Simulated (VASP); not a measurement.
Input:

```
CELL_PARAMETERS angstrom
      0.00000     3.77590     3.77590
      3.77590     0.00000     3.77590
      3.77590     3.77590     0.00000
ATOMIC_POSITIONS crystal
  K  0.25000 0.25000 0.25000
  K  0.75000 0.75000 0.75000
  S  0.00000 0.00000 0.00000
```

Calculation: RPBE GGA, VASP's PBE PAW potentials (set 64) (plane waves; VASP). Run with 520 eV cut-off, 5×5×5 Γ-centred mesh, Gaussian smearing of 0.050 eV, potentials K_sv S.

Question: Estimate the energy per atom (σ→0).

Answer: 
```
Quantity                        Value
---------------------  --------------
energy per atom (σ→0)  -2949 meV/atom
```

The compound is K2S in the antifluorite structure. This cell is one point of a volume scan, at 0.97 of the reference volume.
